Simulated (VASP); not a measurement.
Data:

```
CELL_PARAMETERS angstrom
      2.81827     0.00000     0.00000
      0.00000     2.81827     0.00000
      0.00000     0.00000     2.81827
ATOMIC_POSITIONS crystal
  Ga 0.50000 0.50000 0.50000
  Co 0.00000 0.00000 0.00000
```

Calculation: PBE GGA with D4 dispersion, VASP's PBE PAW potentials (set 64) (plane waves; VASP 6.6.1). Run with 520 eV cut-off, 13×13×13 Γ-centred mesh, first-order Methfessel-Paxton smearing of 0.10 eV, potentials Ga_d Co.

Q: Give the stress tensor in GPa (positive for a compressed cell).

A: 
```
6.42  0.00  0.00
0.00  6.42  0.00
0.00  0.00  6.42
```
The pressure is its mean diagonal, 6.42 GPa.

The compound is CoGa in the CsCl type structure. This cell is one point of a volume scan, at 0.97 of the reference volume. The run is not spin-polarised, so no magnetic state was tried.
